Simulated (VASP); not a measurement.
All values below come from PBE GGA, VASP's PBE PAW potentials (set 64) (plane waves; VASP).

VASP ran on this input.

**KPOINTS**
```
kpoints
0
gamma
 10 10 3
0 0 0
```

INCAR:
```
! general
SYSTEM = C
PREC   = Accurate
ENCUT  = 520
LREAL  = .FALSE.
LASPH  = .TRUE.

! electronic loop
EDIFF  = 1E-7
NELM   = 100
ALGO   = Normal

! smearing
ISMEAR = 0
SIGMA  = 0.05

! functional
GGA    = PE

! ions
IBRION = 2
NSW    = 30
ISIF   = 4
EDIFFG = -0.01

! output
LWAVE  = .FALSE.
LCHARG = .FALSE.
```

**POSCAR**
```
C
1
    1.2458858396    -2.1579370725     0.0000000000
    1.2458858396     2.1579370725     0.0000000000
    0.0000000000     0.0000000000     8.0056319988
C
4
Direct
  1.0000000000   0.0000000000   0.2500000000
  0.0000000000   1.0000000000   0.7500000000
  0.3333330000   0.6666670000   0.2500000000
  0.6666670000   0.3333330000   0.7500000000
```

POTCAR, in this order: C (PBE.64 set). Program: vasp_std.

Without a dispersion term in the relaxation, distances and binding between the weakly bound layers, chains or molecules are unreliable, and so is what depends on them.

**Question.** What does the run give for the energy per atom (σ→0)?

**Answer.** 
- energy per atom (σ→0) = -9.229 eV/atom

**OSZICAR**
```
...
       N       E                     dE             d eps       ncg     rms          rms(c)
DAV:   1    -0.369149508796E+02   -0.64422E-03   -0.19892E-02   672   0.120E+00    0.839E-02
DAV:   2    -0.369146293518E+02    0.32153E-03   -0.39664E-04   724   0.157E-01    0.493E-02
DAV:   3    -0.369144675108E+02    0.16184E-03   -0.48041E-04   768   0.151E-01    0.143E-02
DAV:   4    -0.369144679474E+02   -0.43659E-06   -0.17390E-05   756   0.325E-02    0.528E-03
DAV:   5    -0.369144671728E+02    0.77454E-06   -0.19578E-06   796   0.115E-02    0.117E-03
DAV:   6    -0.369144672032E+02   -0.30381E-07   -0.13583E-07   660   0.292E-03
   3 F= -.36914467E+02 E0= -.36914467E+02  d E =-.263881E-01
```

The compound is C in the graphite structure. This cell is one point of a volume scan, at 1.03 of the reference volume. Symmetry was kept, so distortions that lower it aren't found.
